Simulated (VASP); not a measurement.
All values below come from PBE GGA, VASP's PBE PAW potentials (set 64) (plane waves; VASP 6.6.1).

The input files of a VASP run:

**KPOINTS_OPT**
```
k-points along high-symmetry lines
6
Line-mode
Reciprocal
  0.000000   0.000000   0.000000 ! GAMMA
  0.000000   0.500000   0.000000 ! M

  0.000000   0.500000   0.000000 ! M
 -0.333333   0.666667   0.000000 ! K

 -0.333333   0.666667   0.000000 ! K
  0.000000   0.000000   0.000000 ! GAMMA

  0.000000   0.000000   0.000000 ! GAMMA
  0.000000   0.000000   0.500000 ! A

  0.000000   0.000000   0.500000 ! A
  0.000000   0.500000   0.500000 ! L

  0.000000   0.500000   0.500000 ! L
 -0.333333   0.666667   0.500000 ! H

 -0.333333   0.666667   0.500000 ! H
  0.000000   0.000000   0.500000 ! A

  0.000000   0.500000   0.500000 ! L
  0.000000   0.500000   0.000000 ! M

 -0.333333   0.666667   0.500000 ! H
 -0.333333   0.666667   0.000000 ! K
```

### INCAR
```
# general
SYSTEM   =  NiSb
PREC     =  Accurate
ENCUT    =  300
LREAL    =  .FALSE.
LASPH    =  .TRUE.

# electronic loop
EDIFF    =  1E-6
NELM     =  100
ALGO     =  Normal
LMAXMIX  =  4

# smearing
ISMEAR   =  0
SIGMA    =  0.2

# functional
GGA      =  PE

# ions
ISIF     =  2

# output
LWAVE    =  .FALSE.
LCHARG   =  .FALSE.
```

### POSCAR
```
NiSb
1
    1.9783620000    -3.4266240000     0.0000000000
    1.9783620000     3.4266240000     0.0000000000
    0.0000000000     0.0000000000     5.1648840000
Ni Sb
2 2
Direct
  0.0000000000   0.0000000000   0.5000000000
  0.0000000000   0.0000000000   0.0000000000
  0.3333330000   0.6666670000   0.2500000000
  0.6666670000   0.3333330000   0.7500000000
```

### KPOINTS
```
Automatic mesh
0
Gamma
8 8 5
0 0 0
```

POTCAR, in this order: Ni Sb (PBE.64 set). Program: vasp_std.

Unless said otherwise, spin-orbit coupling is left out, though it shifts the bands of the heavy elements here.

Problem. Predict the energy per atom (σ→0), band gap (over mesh and band path).

Solution. 
| Property | Result |
|---|---|
| energy per atom (σ→0) | -5080 meV/atom |
| band gap (over mesh and band path) | none (metal, semimetal or under 0.01 eV) |

OSZICAR:
```
...
DAV:  11    -0.203447524978E+02    0.39310E-03   -0.63906E-04  1516   0.220E-01    0.127E-01
DAV:  12    -0.203446191587E+02    0.13334E-03   -0.53517E-04  1610   0.354E-01    0.292E-02
DAV:  13    -0.203446206836E+02   -0.15249E-05   -0.49793E-05  1209   0.514E-02    0.240E-02
DAV:  14    -0.203446195123E+02    0.11713E-05   -0.13003E-06   750   0.121E-02    0.666E-03
DAV:  15    -0.203446195355E+02   -0.23223E-07   -0.47902E-07   645   0.828E-03
   1 F= -.20344620E+02 E0= -.20320304E+02  d E =-.486312E-01
       N       E                     dE             ncg
       N       E                     dE             ncg
```

The structure is a typed NiSb crystal. The cell was not relaxed at this level. The run is not spin-polarised, so no magnetic state was tried.
